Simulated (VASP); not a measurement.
All values below come from PBE GGA, VASP's PBE PAW potentials (set 64) (plane waves; VASP).

Input for VASP

File POSCAR:
```
TiCo
1.0
  2.9900000000   0.0000000000   0.0000000000
  0.0000000000   2.9900000000   0.0000000000
  0.0000000000   0.0000000000   2.9900000000
Ti Co
1 1
Cart
  0.0000000000   0.0000000000   0.0000000000
  1.4950000000   1.4950000000   1.4950000000
```

INCAR:
```
SIGMA = 0.1
ISIF = 3   # ions, shape and volume
ISMEAR = 1   # Methfessel-Paxton
EDIFFG = -0.01   # ionic stop
LREAL = .False.
PREC = Accurate
LCHARG = .False.
NSW = 60
NELM = 100   # most electronic steps
LASPH = .True.   # aspherical one-centre terms
LWAVE = .False.
LMAXMIX = 4
EDIFF = 1E-6   # SCF stop (eV)
IBRION = 2
GGA = PE   # PBE
SYSTEM = TiCo
ENCUT = 480   # plane-wave cut-off (eV)
ALGO = Normal   # blocked Davidson
```

**KPOINTS**
```
Automatic mesh
0
Gamma
11 11 11
0 0 0
```

POTCAR, in this order: Ti_sv Co (PBE.64 set). Program: vasp_std.

Output

### OSZICAR
```
       N       E                     dE             d eps       ncg     rms          rms(c)
DAV:   1     0.146328270449E+03    0.14633E+03   -0.99920E+03  1568   0.177E+03
DAV:   2    -0.901778434457E+01   -0.15535E+03   -0.15264E+03  1586   0.399E+02
DAV:   3    -0.177306720988E+02   -0.87129E+01   -0.86519E+01  2494   0.105E+02
DAV:   4    -0.179818260853E+02   -0.25115E+00   -0.25053E+00  1892   0.147E+01
DAV:   5    -0.179921916958E+02   -0.10366E-01   -0.10365E-01  2358   0.275E+00    0.129E+01
DAV:   6    -0.159702539892E+02    0.20219E+01   -0.13148E+01  1994   0.549E+01    0.593E+00
DAV:   7    -0.189160434361E+02   -0.29458E+01   -0.30017E+01  2630   0.505E+01    0.251E+01
DAV:   8    -0.156122595314E+02    0.33038E+01   -0.19608E+01  2380   0.414E+01    0.168E+00
DAV:   9    -0.156501054280E+02   -0.37846E-01   -0.31088E-01  1992   0.534E+00    0.191E+00
DAV:  10    -0.156349537961E+02    0.15152E-01   -0.84969E-02  2340   0.363E+00    0.563E-01
DAV:  11    -0.156328207219E+02    0.21331E-02   -0.61172E-03  2034   0.881E-01    0.359E-01
DAV:  12    -0.156318154823E+02    0.10052E-02   -0.36043E-03  2224   0.537E-01    0.854E-02
DAV:  13    -0.156317399368E+02    0.75546E-04   -0.27486E-04  1952   0.158E-01    0.409E-02
DAV:  14    -0.156317313222E+02    0.86146E-05   -0.61457E-05  2504   0.713E-02    0.804E-03
DAV:  15    -0.156317306498E+02    0.67238E-06   -0.81861E-06  1898   0.360E-02
   1 F= -.15631731E+02 E0= -.15631791E+02  d E =-.156317E+02
       N       E                     dE             d eps       ncg     rms          rms(c)
DAV:   1    -0.162144114174E+02   -0.58268E+00   -0.12335E+01  1664   0.542E+01    0.703E+00
DAV:   2    -0.173661320894E+02   -0.11517E+01   -0.15785E+01  2066   0.517E+01    0.127E+01
DAV:   3    -0.156535601149E+02    0.17126E+01   -0.91112E+00  2292   0.388E+01    0.246E+00
DAV:   4    -0.156177971129E+02    0.35763E-01   -0.30927E-01  2182   0.515E+00    0.522E-01
DAV:   5    -0.156243917100E+02   -0.65946E-02   -0.26568E-02  2058   0.142E+00    0.623E-01
DAV:   6    -0.156281623728E+02   -0.37707E-02   -0.12856E-02  2444   0.963E-01    0.220E-01
DAV:   7    -0.156301424413E+02   -0.19801E-02   -0.41699E-03  1834   0.465E-01    0.508E-02
DAV:   8    -0.156302054819E+02   -0.63041E-04   -0.94206E-04  2084   0.204E-01    0.501E-02
DAV:   9    -0.156302304356E+02   -0.24954E-04   -0.66753E-05  1676   0.786E-02    0.145E-02
DAV:  10    -0.156302323848E+02   -0.19491E-05   -0.15182E-05  1796   0.364E-02    0.122E-02
DAV:  11    -0.156302321120E+02    0.27282E-06   -0.37428E-06  1508   0.142E-02
   2 F= -.15630232E+02 E0= -.15630389E+02  d E =0.149854E-02
       N       E                     dE             d eps       ncg     rms          rms(c)
DAV:   1    -0.157981578912E+02   -0.16793E+00   -0.34133E+00  1670   0.296E+01    0.362E+00
DAV:   2    -0.162491807402E+02   -0.45102E+00   -0.52635E+00  2230   0.267E+01    0.101E+01
DAV:   3    -0.156412958722E+02    0.60788E+00   -0.42119E+00  2324   0.215E+01    0.106E+00
DAV:   4    -0.156386068709E+02    0.26890E-02   -0.55357E-02  1688   0.202E+00    0.745E-01
DAV:   5    -0.156371779613E+02    0.14289E-02   -0.17964E-02  2326   0.105E+00    0.347E-01
DAV:   6    -0.156377146391E+02   -0.53668E-03   -0.77702E-04  1880   0.316E-01    0.330E-01
DAV:   7    -0.156380304876E+02   -0.31585E-03   -0.39640E-03  2274   0.548E-01    0.459E-02
DAV:   8    -0.156380282025E+02    0.22851E-05   -0.33658E-04  2054   0.169E-01    0.284E-02
DAV:   9    -0.156380303578E+02   -0.21552E-05   -0.40348E-05  2086   0.685E-02    0.154E-02
DAV:  10    -0.156380302351E+02    0.12270E-06   -0.41087E-06  1288   0.229E-02
   3 F= -.15638030E+02 E0= -.15638130E+02  d E =-.629959E-02
```

OUTCAR:
```
------------------------ aborting loop because EDIFF is reached ----------------------------------------
  FORCE on cell =-STRESS in cart. coord.  units (eV):
  Direction    XX          YY          ZZ          XY          YZ          ZX
  --------------------------------------------------------------------------------------
  Total        0.0050284      0.0050284      0.0050284     -0.0000000      0.0000000      0.0000000
  in kB        0.3077462      0.3077462      0.3077462     -0.0000000      0.0000000      0.0000000
  external PRESSURE =       0.3077462 kB  Pullay stress =       0.0000000 kB
  volume of cell :       26.18
      direct lattice vectors                 reciprocal lattice vectors
     2.969266526 -0.000000000 -0.000000000     0.336783509 -0.000000000 -0.000000000
     0.000000000  2.969266526 -0.000000000     0.000000000  0.336783509 -0.000000000
     0.000000000  0.000000000  2.969266526     0.000000000  0.000000000  0.336783509
 POSITION                                       TOTAL-FORCE (eV/Angst)
 -----------------------------------------------------------------------------------
      0.00000      0.00000      0.00000        -0.000000     -0.000000      0.000000
      1.48463      1.48463      1.48463         0.000000      0.000000      0.000000
 -----------------------------------------------------------------------------------
    total drift:                                0.000000      0.000000     -0.000000
  FREE ENERGIE OF THE ION-ELECTRON SYSTEM (eV)
  ---------------------------------------------------
  free  energy   TOTEN  =       -15.6380302351 eV

  energy  without entropy=      -15.6383283486  energy(sigma->0) =      -15.63812961

 reached required accuracy - stopping structural energy minimisation
```
(Selected blocks of OUTCAR.)

File CONTCAR:
```
TiCo
   1.00000000000000
     2.9692665257090729   -0.0000000000000000   -0.0000000000000000
     0.0000000000000000    2.9692665257090729   -0.0000000000000000
     0.0000000000000000    0.0000000000000000    2.9692665257090729
  Ti              Co
     1     1
Direct
     0.0000000000000000    0.0000000000000000    0.0000000000000000
     0.5000000000000000    0.5000000000000000    0.5000000000000000
```

Energy and stress use the plane-wave basis of the starting cell.

The compound is TiCo in the CsCl type structure. This run relaxes it. Symmetry was kept, so distortions that lower it aren't found. The run is not spin-polarised, so no magnetic state was tried. The electron count is odd and the run is not spin-polarised, which forces a metal.
